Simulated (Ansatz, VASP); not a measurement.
# B3C2 in VASP and in Ansatz

```
B C
1.0
     3.26814    0.00000    0.00000
     0.00000    3.26814    0.00000
     0.00000    0.00000    3.26814
B C
3 2
Direct
  0.50000 0.00000 0.00000
  0.00000 0.50000 0.00000
  0.00000 0.00000 0.50000
  0.00000 0.00000 0.00000
  0.50000 0.50000 0.50000
```

Alike in both runs: functional PBE; k mesh 12 × 12 × 12; occupations gaussian, width 0.1 eV; no spin polarisation.

Ansatz relaxed the structure, and its values are those at the end. VASP's run is a single point on that final structure, the one shown.

|  | VASP | Ansatz |
| --- | --- | --- |
| version | VASP 6.6.1 | Ansatz 0.2.0 |
| potentials or method | VASP PAW PBE potentials, release 64 (B, C) | scalar-relativistic, plane waves, PAW |
| plane-wave cutoff (eV) | 520 | 420 |
| valence electrons in the cell | 17 | 17 |

```csv
,VASP,Ansatz,Ansatz less VASP
gap on the k mesh at the Fermi level (eV),none,none,-
pressure (GPa),0.0,0.0,+0.01
```

A gap of «none» marks a metal or a gap that the smearing closes.
